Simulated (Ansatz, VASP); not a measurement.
# Two plane-wave programs on LaNbF3

```
La Nb F
1.0
     5.24978    0.00000    0.00000
    -2.62489    4.54645    0.00000
     0.00000    0.00000    7.00113
La Nb F
2 2 6
Direct
  0.33333 0.66667 0.75000
  0.66667 0.33333 0.25000
  0.00000 0.00000 0.25000
  0.00000 0.00000 0.75000
  0.72041 0.00000 0.00000
  0.00000 0.72041 0.00000
  0.27959 0.27959 0.00000
  0.27959 0.00000 0.50000
  0.00000 0.27959 0.50000
  0.72041 0.72041 0.50000
```

Alike in both runs: functional PBE; k mesh 4 × 4 × 2; occupations gaussian, width 0.2 eV; no spin polarisation.

Ansatz relaxed the structure, and its values are those at the end. VASP's run is a single point on that final structure, the one shown.

|  | VASP | Ansatz |
| --- | --- | --- |
| version | VASP 6.6.1 | Ansatz 0.2.0 |
| potentials or method | VASP PAW PBE potentials, release 64 (La, Nb_sv, F) | scalar-relativistic, plane waves, PAW |
| plane-wave cutoff (eV) | 520 | 420 |
| valence electrons in the cell | 90 | 90 |

VASP gave:

| Item | Value |
| --- | --- |
| gap on the k mesh at the Fermi level (eV) | none |
| pressure (GPa) | 0.1 |
| rms of the force components (eV/Å) | 0.003 |

**Question.** What did Ansatz give for the same quantities?

**Answer.** gap on the k mesh at the Fermi level (eV): none; pressure (GPa): 0.4; rms of the force components (eV/Å): 0.000.

A gap of «none» marks a metal or a gap that the smearing closes.

Caveats: the k mesh is coarse (spacing up to 0.45 Å⁻¹), so the values aren't converged. Spin-orbit coupling is left out, which matters for the levels of La.
